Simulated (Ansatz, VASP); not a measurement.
# TiC in two plane-wave programs, part 2 of 2

Wanted: the spread between two codes on one cell, functional and k mesh. The cell is taken from a series of runs on this material, whose earlier steps may have relaxed, scaled, displaced or heated it; both programs get it as it stands.

VASP 6.6.1 and Ansatz 0.2.0.

So far: Starting point; Ansatz: elastic constants, LDA.

### Step 3. VASP: elastic constants, LDA

Level of this step: LDA; plane waves and PAW (Ti_sv, C) (VASP).

The same cell, functional (in two slightly different forms), mesh and smearing now go to VASP, with its own data sets.

Lines of VASP's logs that name or quote its potential files are left out, and so is its time.

INCAR reads:

```
SYSTEM = TiC
PREC = Accurate
ENCUT = 600
EDIFF = 1E-08
NELM = 120
ISMEAR = 1
SIGMA = 0.25
LREAL = .FALSE.
ALGO = Normal
GGA = PW92
NBANDS = 14
LASPH = .TRUE.
LORBIT = 11
LWAVE = .FALSE.
LCHARG = .FALSE.
ISIF = 3
IBRION = 6
NFREE = 2
POTIM = 0.015
NSW = 1
GGA_COMPAT = .FALSE.
KPAR = 2
```

POSCAR reads:

```
TiC
1.0
    0.0000000000      2.1303837994      2.1303837994
    2.1303837994      0.0000000000      2.1303837994
    2.1303837994      2.1303837994      0.0000000000
Ti C
1 1
Direct
    0.5000000000      0.5000000000      0.5000000000
    0.0000000000      0.0000000000      0.0000000000
```

KPOINTS reads:

```
Automatic mesh
0
Gamma
30 30 30
0 0 0
```

Potentials, in the order of the species: Ti_sv and C (LDA family, release 64).

Run with:

```bash
$ mpirun -np 2 vasp_std
```

Numbers of over 12 decimals in the logs are rounded to 6 here.

What it wrote:

```text
[banner, memory and clock lines left out]
running    2 mpi-ranks, on    1 nodes
 distrk:  each k-point on    1 cores,    2 groups
 distr:  one band on    1 cores,    1 groups

 POSCAR found type information on POSCAR TiC
 POSCAR found :  2 types and       2 ions
|                                                                             |
|               ----> ADVICE to this user running VASP <----                  |
|                                                                             |
|     You enforced a specific xc type in the INCAR file but a different       |
|     [... a line on the potential file left out ...]
|     I HOPE YOU KNOW WHAT YOU ARE DOING!                                     |
|                                                                             |

 LDA part: xc-table for (Slater(with rela. corr.)+PW92), standard interpolation
 POSCAR, INCAR and KPOINTS ok, starting setup
 FFT: planning ... GRIDC
 FFT: planning ... GRID_SOFT
 FFT: planning ... GRID
 WAVECAR not read
 entering main loop
       N       E                     dE             d eps       ncg     rms          rms(c)
DAV:   1     0.129879501127E+03    0.12988E+03   -0.93101E+03 21056   0.156E+03
DAV:   2    -0.143203354228E+02   -0.14420E+03   -0.13559E+03 22250   0.375E+02
DAV:   3    -0.254964158615E+02   -0.11176E+02   -0.10983E+02 33464   0.960E+01
DAV:   4    -0.259594286039E+02   -0.46301E+00   -0.46272E+00 24942   0.153E+01
DAV:   5    -0.259738307563E+02   -0.14402E-01   -0.14402E-01 29082   0.226E+00    0.189E+01
DAV:   6    -0.211696503872E+02    0.48042E+01   -0.13048E+01 30388   0.607E+01    0.689E+00
DAV:   7    -0.205817607603E+02    0.58789E+00   -0.22613E+00 25358   0.227E+01    0.536E+00
DAV:   8    -0.205515296106E+02    0.30231E-01   -0.11558E-01 23524   0.392E+00    0.345E+00
DAV:   9    -0.205395925624E+02    0.11937E-01   -0.10189E-01 26080   0.381E+00    0.669E-01
DAV:  10    -0.205390408787E+02    0.55168E-03   -0.10310E-02 28796   0.133E+00    0.631E-01
DAV:  11    -0.205372190971E+02    0.18218E-02   -0.48322E-03 22634   0.105E+00    0.148E-01
DAV:  12    -0.205372135847E+02    0.55124E-05   -0.36454E-04 23444   0.224E-01    0.453E-02
DAV:  13    -0.205372038945E+02    0.96902E-05   -0.18295E-05 26234   0.353E-02    0.605E-03
DAV:  14    -0.205372036176E+02    0.27695E-06   -0.60364E-07 25894   0.947E-03    0.280E-03
DAV:  15    -0.205372035620E+02    0.55638E-07   -0.12848E-07 32504   0.467E-03    0.105E-03
DAV:  16    -0.205372035543E+02    0.76545E-08   -0.25243E-08 23342   0.260E-03
   1 F= -.20537204E+02 E0= -.20537358E+02  d E =0.463888E-03
[... from here on, the cycles between the ionic steps are left out ...]
   2 F= -.20530145E+02 E0= -.20530305E+02  d E =0.479407E-03
   9 F= -.20534806E+02 E0= -.20534968E+02  d E =0.484139E-03
  10 F= -.20534806E+02 E0= -.20534968E+02  d E =0.484137E-03
  11 F= -.20534806E+02 E0= -.20534968E+02  d E =0.484147E-03
  12 F= -.20534806E+02 E0= -.20534968E+02  d E =0.484137E-03
  13 F= -.20534806E+02 E0= -.20534968E+02  d E =0.484139E-03
  14 F= -.20535985E+02 E0= -.20536141E+02  d E =0.467927E-03
  15 F= -.20535985E+02 E0= -.20536141E+02  d E =0.467928E-03
  16 F= -.20535986E+02 E0= -.20536142E+02  d E =0.467928E-03
 Finite differences progress:
  Degree of freedom:   8/  8
  Displacement:        1/  2
  Total:              15/ 16
 bond charge predicted
       N       E                     dE             d eps       ncg     rms          rms(c)
DAV:   1    -0.205374557124E+02   -0.14694E-02   -0.13503E+00 55818   0.685E+00    0.214E-01
DAV:   2    -0.205364485253E+02    0.10072E-02   -0.84968E-03 64902   0.753E-01    0.106E-01
DAV:   3    -0.205359765543E+02    0.47197E-03   -0.10855E-03 66620   0.271E-01    0.209E-02
DAV:   4    -0.205359875985E+02   -0.11044E-04   -0.13137E-04 62154   0.944E-02    0.171E-02
DAV:   5    -0.205359863725E+02    0.12260E-05   -0.16704E-06 74664   0.194E-02    0.650E-03
DAV:   6    -0.205359862562E+02    0.11628E-06   -0.67620E-07 72592   0.118E-02    0.243E-03
DAV:   7    -0.205359862630E+02   -0.68519E-08   -0.76931E-08 64590   0.320E-03
  17 F= -.20535986E+02 E0= -.20536142E+02  d E =0.467931E-03
 Finite differences progress:
  Degree of freedom:   8/  8
  Displacement:        2/  2
  Total:              16/ 16
```

From OUTCAR (step 3):

```text
ion  position               nearest neighbor table
   1  0.500  0.500  0.500-   2 2.13   2 2.13   2 2.13   2 2.13   2 2.13   2 2.13
   2  0.000  0.000  0.000-   1 2.13   1 2.13   1 2.13   1 2.13   1 2.13   1 2.13

  LATTYP: Found a face centered cubic cell.
 ALAT       =     4.2607675988

 Subroutine GETGRP returns: Found 48 space group operations
 (whereof 48 operations were pure point group operations)

The static configuration has the point symmetry O_h .

 Found    752 irreducible k-points:

   k-points           NKPTS =    752   k-points in BZ     NKDIM =    752   number of bands    NBANDS=     14

   dimension x,y,z NGX =    24 NGY =   24 NGZ =   24
   dimension x,y,z NGXF=    48 NGYF=   48 NGZF=   48

   ENCUT  =  600.0 eV  44.10 Ry    6.64 a.u.   6.02  6.02  6.02*2*pi/ulx,y,z

   NELECT =      16.0000    total number of electrons

 k-points in reciprocal lattice and weights: Automatic mesh
   0.00000000  0.00000000  0.00000000       0.000
   0.03333333  0.00000000  0.00000000       0.000
   0.06666667  0.00000000  0.00000000       0.000
   0.10000000  0.00000000  0.00000000       0.000
   0.13333333  0.00000000  0.00000000       0.000
   0.16666667  0.00000000  0.00000000       0.000
   0.20000000  0.00000000  0.00000000       0.000
   0.23333333  0.00000000  0.00000000       0.000
   0.26666667  0.00000000  0.00000000       0.000
[...]
-0.26666667  0.46666667  0.23333333       0.001
  -0.26666667  0.50000000  0.23333333       0.000

 average (electrostatic) potential at core
       1 -70.4576       2 -48.1551

 E-fermi :   9.8231

 k-point     1 :       0.0000    0.0000    0.0000
  band No.  band energies     occupation
      1     -45.9191      2.00000
      2     -22.2953      2.00000
      3     -22.2953      2.00000
      4     -22.2952      2.00000
      5      -2.6050      2.00000
      6      10.4625     -0.00178
      7      10.4625     -0.00178
      8      10.4711     -0.00152
      9      11.4671     -0.00000
     10      11.5862     -0.00000
    ...

 k-point     2 :       0.0333    0.0000    0.0000
  band No.  band energies     occupation
      1     -45.9181      2.00000
      2     -22.3023      2.00000
      3     -22.2959      2.00000
      4     -22.2959      2.00000
      5      -2.5778      2.00000
      6      10.3149     -0.01774
      7      10.4326     -0.00304
      8      10.4442     -0.00248
      9      11.1138     -0.00000
     10      11.1308     -0.00000
    ...

 k-point     3 :       0.0667    0.0000    0.0000
  band No.  band energies     occupation
      1     -45.9150      2.00000
      2     -22.3231      2.00000
      3     -22.2978      2.00000
      4     -22.2978      2.00000
      5      -2.4970      2.00000
      6       9.9640      0.19367
      7      10.2367     -0.04113
      8      10.2499     -0.03646
      9      10.8555     -0.00000
     10      10.8641     -0.00000
    ...

  Total        0.0438045      0.0347737      0.0347737     -0.0000000     -0.0000000      0.0000000
  in kB        3.6293273      2.8811006      2.8811006     -0.0000000     -0.0000000      0.0000000
  external PRESSURE =       3.1305095 kB  Pullay stress =       0.0000000 kB

  energy-cutoff  :      600.00
  volume of cell :       19.34
      direct lattice vectors                 reciprocal lattice vectors
     0.000000000  2.130383799  2.130383799    -0.234699494  0.234699494  0.234699494
     2.130383799  0.000000000  2.130383799     0.234699494 -0.234699494  0.234699494
     2.130383799  2.130383799  0.000000000     0.234699494  0.234699494 -0.234699494

 POSITION                                       TOTAL-FORCE (eV/Angst)
 -----------------------------------------------------------------------------------
      2.13038      2.13038      2.13038        -0.162183      0.000000      0.000000
     -0.01500      0.00000      0.00000         0.162183      0.000000      0.000000
 -----------------------------------------------------------------------------------
    total drift:                               -0.000076      0.000000      0.000000

  FREE ENERGIE OF THE ION-ELECTRON SYSTEM (eV)
  ---------------------------------------------------
  free  energy   TOTEN  =       -20.5359862630 eV

  energy  without entropy=      -20.5364541938  energy(sigma->0) =      -20.53614224

  SYMMETRIZED ELASTIC MODULI (kBar)
 Direction    XX          YY          ZZ          XY          YZ          ZX
 --------------------------------------------------------------------------------
 XX        5894.2271   1270.1484   1270.1484      0.0000      0.0000     -0.0000
 YY        1270.1484   5894.2271   1270.1484      0.0000      0.0000      0.0000
 ZZ        1270.1484   1270.1484   5894.2271      0.0000      0.0000     -0.0000
 XY           0.0000      0.0000      0.0000   1771.0477      0.0000      0.0000
 YZ           0.0000      0.0000      0.0000      0.0000   1771.0477      0.0000
 ZX          -0.0000      0.0000     -0.0000      0.0000      0.0000   1771.0477
 --------------------------------------------------------------------------------

 Eigenvectors and eigenvalues of the dynamical matrix
 ----------------------------------------------------

   1 f  =   16.591357 THz   104.246569 2PiTHz  553.428092 cm-1    68.616307 meV
             X         Y         Z           dx          dy          dz
      2.130384  2.130384  2.130384     0.000000    0.000000   -0.447921
      0.000000  0.000000  0.000000     0.000000   -0.000000    0.894073

   2 f  =   16.591357 THz   104.246569 2PiTHz  553.428092 cm-1    68.616307 meV
             X         Y         Z           dx          dy          dz
      2.130384  2.130384  2.130384     0.000000   -0.447921   -0.000000
      0.000000  0.000000  0.000000    -0.000000    0.894073    0.000000

   3 f  =   16.591357 THz   104.246569 2PiTHz  553.428092 cm-1    68.616307 meV
             X         Y         Z           dx          dy          dz
      2.130384  2.130384  2.130384    -0.447921    0.000000   -0.000000
      0.000000  0.000000  0.000000     0.894073    0.000000   -0.000000

   4 f/i=    0.001776 THz     0.011157 2PiTHz    0.059232 cm-1     0.007344 meV
             X         Y         Z           dx          dy          dz
      2.130384  2.130384  2.130384     0.862130   -0.112887    0.208217
      0.000000  0.000000  0.000000     0.431918   -0.056555    0.104315

   5 f/i=    0.001776 THz     0.011157 2PiTHz    0.059232 cm-1     0.007344 meV
             X         Y         Z           dx          dy          dz
      2.130384  2.130384  2.130384     0.211781    0.015487   -0.868490
      0.000000  0.000000  0.000000     0.106100    0.007759   -0.435105

   6 f/i=    0.001776 THz     0.011157 2PiTHz    0.059232 cm-1     0.007344 meV
             X         Y         Z           dx          dy          dz
      2.130384  2.130384  2.130384     0.106050    0.886783    0.041673
      0.000000  0.000000  0.000000     0.053130    0.444269    0.020878

 ELASTIC MODULI CONTR FROM IONIC RELAXATION (kBar)
 Direction    XX          YY          ZZ          XY          YZ          ZX
 --------------------------------------------------------------------------------
 XX           0.0000      0.0000      0.0000      0.0000      0.0000      0.0000
 YY           0.0000      0.0000      0.0000      0.0000      0.0000      0.0000
 ZZ           0.0000      0.0000      0.0000      0.0000      0.0000      0.0000
 XY           0.0000      0.0000      0.0000      0.0000      0.0000      0.0000
 YZ           0.0000      0.0000      0.0000      0.0000      0.0000      0.0000
 ZX           0.0000      0.0000      0.0000      0.0000      0.0000      0.0000
 --------------------------------------------------------------------------------

 TOTAL ELASTIC MODULI (kBar)
 Direction    XX          YY          ZZ          XY          YZ          ZX
 --------------------------------------------------------------------------------
 XX        5894.2271   1270.1484   1270.1484      0.0000      0.0000     -0.0000
 YY        1270.1484   5894.2271   1270.1484      0.0000      0.0000      0.0000
 ZZ        1270.1484   1270.1484   5894.2271      0.0000      0.0000     -0.0000
 XY           0.0000      0.0000      0.0000   1771.0477      0.0000      0.0000
 YZ           0.0000      0.0000      0.0000      0.0000   1771.0477      0.0000
 ZX          -0.0000      0.0000     -0.0000      0.0000      0.0000   1771.0477
 --------------------------------------------------------------------------------

 total charge
# of ion       s       p       d       tot
------------------------------------------
    1        2.212   6.276   2.044  10.533
    2        0.891   1.530   0.000   2.421
--------------------------------------------------
tot          3.103   7.806   2.044  12.954

[... 3 further parts left out ...]
```

CONTCAR:

```
TiC
   1.00000000000000
     0.0000000000000000    2.1303837994000001    2.1303837994000001
     2.1303837994000001    0.0000000000000000    2.1303837994000001
     2.1303837994000001    2.1303837994000001    0.0000000000000000
  Ti              C
     1     1
Direct
     0.5000000000000000    0.5000000000000000    0.5000000000000000
     0.0035204924117956   -0.0035204924117956   -0.0035204924117956
```

The last energy, forces, stress and levels in OUTCAR belong to the last displaced cell, not to the cell of POSCAR.

Levels, forces or a CONTCAR printed for this step are those of its last displaced cell, not of the structure at rest.

### Step 4. Comparison

Known differences besides the potentials themselves: the cutoff is 420 eV in Ansatz and 600 eV in VASP; VASP's log shows a relativistic correction to its local exchange, Ansatz's none; VASP takes each elastic constant from one size of strain, Ansatz from those that its log lists. Total energies have different zeros and are not compared.

The two programs side by side:

| quantity | Ansatz | VASP | difference |
| --- | --- | --- | --- |
| C11 (GPa) | 589.3 | 589.4 | -0.01 % |
| C22 (GPa) | 589.3 | 589.4 | -0.01 % |
| C33 (GPa) | 589.3 | 589.4 | -0.01 % |
| C12 (GPa) | 129.0 | 127.0 | +1.59 % |
| C13 (GPa) | 129.0 | 127.0 | +1.59 % |
| C23 (GPa) | 129.0 | 127.0 | +1.59 % |
| C44 (GPa) | 178.0 | 177.1 | +0.50 % |
| C55 (GPa) | 178.0 | 177.1 | +0.50 % |
| C66 (GPa) | 178.0 | 177.1 | +0.50 % |

### Step 5. What came out

| Property | Result |
| --- | --- |
| difference in C12 (elastic constants, LDA) | 1.6 % |

**Reading.** The difference in C12 is 1.6 % (elastic constants, LDA), within the 5 % picked in this series as the mark of a large difference. How closely two codes agree says nothing of how well the functional describes the real material.

[Lines on the potential files, build, host, timing and source positions are cut from VASP's logs without a mark.]

[Logs are printed without paths, hosts, clocks, repeated set-up lines and the standing remarks that a program may print on its own settings, such as how far it seeks lower states.]

[Hosts, paths, dates, database ids (printed as entryN), source tags and the programs' standing remarks are cut or masked in the printed files.]
